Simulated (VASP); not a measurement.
Calculation: revPBE GGA, VASP's PBE PAW potentials (set 64) (plane waves; VASP 6.6.1).

VASP ran on this input.

**INCAR**
```
LREAL  =  F
GGA  =  RE   ! revPBE
ALGO  =  Normal   ! blocked Davidson
LWAVE  =  F
PREC  =  Accurate
ENCUT  =  520   ! plane-wave cut-off (eV)
ISMEAR  =  1   ! Methfessel-Paxton
LCHARG  =  F
SIGMA  =  0.1
LASPH  =  T
NELM  =  100   ! most electronic steps
SYSTEM  =  Li
EDIFF  =  1E-7
ISIF  =  2   ! forces and stress, cell fixed
```

POSCAR:
```
Li
1
   -1.7734417192     1.7734417192     1.7734417192
    1.7734417192    -1.7734417192     1.7734417192
    1.7734417192     1.7734417192    -1.7734417192
Li
1
Direct
  0.0000000000   0.0000000000   0.0000000000
```

File KPOINTS:
```
Regular mesh
0
Gamma
  15 15 15
```

POTCAR, in this order: Li_sv (PBE.64 set). Program: vasp_std.

The resulting files:

**OSZICAR**
```
       N       E                     dE             d eps       ncg     rms          rms(c)
DAV:   1     0.568261207463E+00    0.56826E+00   -0.67173E+02  1225   0.408E+02
DAV:   2    -0.169605497855E+01   -0.22643E+01   -0.22023E+01  1650   0.590E+01
DAV:   3    -0.180333784493E+01   -0.10728E+00   -0.10678E+00  1540   0.905E+00
DAV:   4    -0.180666548524E+01   -0.33276E-02   -0.33271E-02  1535   0.138E+00
DAV:   5    -0.180669893416E+01   -0.33449E-04   -0.33449E-04  1510   0.140E-01    0.236E-01
DAV:   6    -0.180571344842E+01    0.98549E-03   -0.16630E-04  1730   0.120E-01    0.140E-01
DAV:   7    -0.180526571799E+01    0.44773E-03   -0.42575E-04  1885   0.178E-01    0.233E-02
DAV:   8    -0.180526566565E+01    0.52335E-07   -0.33267E-06  1320   0.212E-02    0.220E-03
DAV:   9    -0.180526356208E+01    0.21036E-05   -0.15078E-07  1860   0.404E-03    0.299E-04
DAV:  10    -0.180526278492E+01    0.77716E-06   -0.44951E-09   765   0.925E-04    0.186E-04
DAV:  11    -0.180526263819E+01    0.14673E-06   -0.92753E-10   650   0.421E-04    0.284E-05
DAV:  12    -0.180526261385E+01    0.24339E-07   -0.18971E-10   635   0.200E-04
   1 F= -.18052626E+01 E0= -.18052467E+01  d E =-.477353E-04
```

File OUTCAR:
```
------------------------ aborting loop because EDIFF is reached ----------------------------------------
  FORCE on cell =-STRESS in cart. coord.  units (eV):
  Direction    XX          YY          ZZ          XY          YZ          ZX
  --------------------------------------------------------------------------------------
  Total       -0.0973577     -0.0973577     -0.0973577      0.0000000     -0.0000000      0.0000000
  in kB       -6.9914960     -6.9914960     -6.9914960      0.0000000     -0.0000000      0.0000000
  external PRESSURE =      -6.9914960 kB  Pullay stress =       0.0000000 kB
  volume of cell :       22.31
      direct lattice vectors                 reciprocal lattice vectors
    -1.773441719  1.773441719  1.773441719     0.000000000  0.281937655  0.281937655
     1.773441719 -1.773441719  1.773441719     0.281937655  0.000000000  0.281937655
     1.773441719  1.773441719 -1.773441719     0.281937655  0.281937655  0.000000000
 POSITION                                       TOTAL-FORCE (eV/Angst)
 -----------------------------------------------------------------------------------
      0.00000      0.00000      0.00000         0.000000      0.000000     -0.000000
 -----------------------------------------------------------------------------------
    total drift:                               -0.000000      0.000000     -0.000000
  FREE ENERGIE OF THE ION-ELECTRON SYSTEM (eV)
  ---------------------------------------------------
  free  energy   TOTEN  =        -1.8052626138 eV

  energy  without entropy=       -1.8052148786  energy(sigma->0) =       -1.80524670
```
(Selected blocks of OUTCAR.)

The compound is Li in the bcc structure. This cell is one point of a volume scan, at 1.06 of the reference volume.
